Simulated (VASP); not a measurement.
Given:

```xyz
2
Lattice="0.0000 2.0169 2.0169 2.0169 0.0000 2.0169 2.0169 2.0169 0.0000" Properties=species:S:1:pos:R:3 pbc="T T T"
Al     2.0169     2.0169     2.0169
N      0.0000     0.0000     0.0000
```

Computed with r2SCAN meta-GGA, VASP's PBE PAW potentials (set 64) (plane waves; VASP). Run with 520 eV cut-off, 13×13×13 Γ-centred mesh, tetrahedra with Blöchl corrections, potentials Al N.

Give the energies of bands 2 to 6 at the high-symmetry points, in eV from the valence-band maximum.

```
band      Γ      X      U      L      W
----  -----  -----  -----  -----  -----
2      0.00  -7.59  -6.71  -8.49  -5.86
3      0.00  -2.91  -5.57  -1.17  -5.86
4      0.00  -2.91  -2.41  -1.17  -3.97
5      6.62   5.56   6.75   6.96   9.13
6     12.94   5.97  10.21  11.96  11.71
```

The gap is indirect, 5.56 eV, from the valence maximum at Γ to the conduction minimum at X.

The structure comes from a computed database's AlN entry (Fm-3m); how it stands against other phases isn't given here. It was relaxed first.
